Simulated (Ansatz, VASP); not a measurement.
## CaMg3Tl: VASP beside Ansatz

```
CELL_PARAMETERS angstrom
5.45587 0.00000 0.00000
0.00000 5.45587 0.00000
0.00000 0.00000 5.45587
ATOMIC_POSITIONS crystal
Ca 0.50000 0.50000 0.50000
Mg 0.50000 0.00000 0.00000
Mg 0.00000 0.50000 0.00000
Mg 0.00000 0.00000 0.50000
Tl 0.00000 0.00000 0.00000
```

Alike in both runs: functional PBE; k mesh 4 × 4 × 4; occupations gaussian, width 0.1 eV; no spin polarisation.

Ansatz relaxed the structure, and its values are those at the end. VASP's run is a single point on that final structure, the one shown.

|  | VASP | Ansatz |
| --- | --- | --- |
| version | VASP 6.6.1 | Ansatz 0.2.0 |
| potentials or method | VASP PAW PBE potentials, release 64 (Ca_sv, Mg, Tl_d) | scalar-relativistic, plane waves, PAW |
| plane-wave cutoff (eV) | 520 | 420 |
| valence electrons in the cell | 29 | 53 |

```csv
,VASP,Ansatz,Ansatz less VASP
gap on the k mesh at the Fermi level (eV),none,none,-
pressure (GPa),0.0,0.0,+0.06
```

A gap of «none» marks a metal or a gap that the smearing closes. With one functional, cell and mesh, what is left measures potentials, basis and numerics. The two sets of potentials don't hold the same shells in valence.

The runs have no spin-orbit coupling, so splittings on Tl are missing.
